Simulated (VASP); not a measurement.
Given:

```xyz
4
Lattice="4.0263 0.0000 0.0000 0.0000 4.0263 0.0000 0.0000 0.0000 4.0263" Properties=species:S:1:pos:R:3 pbc="T T T"
Pd     0.0000     0.0000     0.0000
Au     2.0132     2.0132     0.0000
Au     2.0132     0.0000     2.0132
Au     0.0000     2.0132     2.0132
```

The numbers are results of PBEsol GGA, VASP's PBE PAW potentials (set 64) (plane waves; VASP 6.6.1), not measurements. Settings: 400 eV cut-off, Gaussian smearing of 0.050 eV, potentials Pd Au.

Unless said otherwise, spin-orbit coupling is left out, though it shifts the bands of the heavy elements here.

**Question.** Predict the band gap (along the path) with the smallest direct gap where there is one.

**Answer.** 
```
Quantity                                                     Result
-------------------------  ----------------------------------------
band gap (along the path)  none (metal, semimetal or under 0.01 eV)
```

The absolute energy has meaning only against runs of the same code, potentials and settings.

The structure was generated: Au3Pd was put into an ordered model structure (Pm-3m), which need not be its known phase. It was relaxed first. The electron count is odd and the run is not spin-polarised, which forces a metal.
